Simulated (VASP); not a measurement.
Here is the system:

```xyz
4
Lattice="1.2605 -2.1833 0.0000 1.2605 2.1833 0.0000 0.0000 0.0000 6.9236" Properties=species:S:1:pos:R:3 pbc="T T T"
B      1.2605     0.7278     1.7309
B      1.2605    -0.7278     5.1927
N      1.2605    -0.7278     1.7309
N      1.2605     0.7278     5.1927
```

Method: vdW-DF2, VASP's PBE PAW potentials (set 64) (plane waves; VASP 6.6.1). Settings: 520 eV cut-off, Gaussian smearing of 0.050 eV, potentials B N.

Question: Give the energies of bands 3 to 11 at the high-symmetry points, in eV from the valence-band maximum.

Answer: 
```json
[
 {"band": "3", "Γ": "-5.92", "M": "-8.68", "K": "-7.72", "A": "-5.11", "L": "-8.66", "H": "-7.66"},
 {"band": "4", "Γ": "-4.10", "M": "-8.63", "K": "-7.60", "A": "-5.11", "L": "-8.66", "H": "-7.66"},
 {"band": "5", "Γ": "-1.51", "M": "-4.18", "K": "-7.07", "A": "-1.50", "L": "-4.16", "H": "-7.07"},
 {"band": "6", "Γ": "-1.51", "M": "-4.13", "K": "-7.07", "A": "-1.50", "L": "-4.16", "H": "-7.07"},
 {"band": "7", "Γ": "-1.49", "M": "-1.31", "K": "-0.07", "A": "-1.50", "L": "-0.89", "H": "-0.02"},
 {"band": "8", "Γ": "-1.49", "M": "-0.49", "K": "-0.07", "A": "-1.50", "L": "-0.89", "H": "-0.02"},
 {"band": "9", "Γ": "4.71", "M": "4.39", "K": "4.88", "A": "6.88", "L": "4.79", "H": "4.72"},
 {"band": "10", "Γ": "9.50", "M": "5.54", "K": "4.88", "A": "6.88", "L": "4.79", "H": "4.72"},
 {"band": "11", "Γ": "11.50", "M": "9.47", "K": "10.80", "A": "11.54", "L": "9.95", "H": "11.89"}
]
```

The gap is indirect, 4.39 eV, from the valence maximum at M-K at 0.89 to the conduction minimum at M.

The compound is BN in the hex structure. It was relaxed first, which changed the volume by +5 %.
